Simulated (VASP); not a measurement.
Given:

```xyz
3
Lattice="0.0000 2.8569 2.8569 2.8569 0.0000 2.8569 2.8569 2.8569 0.0000" Properties=species:S:1:pos:R:3 pbc="T T T"
Pb     0.0000     0.0000     0.0000
F      1.4285     1.4285     1.4285
F      4.2854     4.2854     4.2854
```

Level of theory: LDA (Ceperley-Alder, Perdew-Zunger), VASP's LDA PAW potentials (set 64) (plane waves; VASP 6.6.1). Numerical set-up: 620 eV cut-off, 7×7×7 Γ-centred mesh, Gaussian smearing of 0.050 eV, potentials Pb_d F.

**Question.** Predict the energy per atom (σ→0), pressure.

**Answer.** 
```yaml
energy per atom (σ→0): -5.306 eV/atom
pressure: 5.05 GPa
```

The absolute energy has meaning only against runs of the same code, potentials and settings.

The compound is PbF2 in the fluorite structure, the β form. It was relaxed first under an external pressure of 5 GPa.
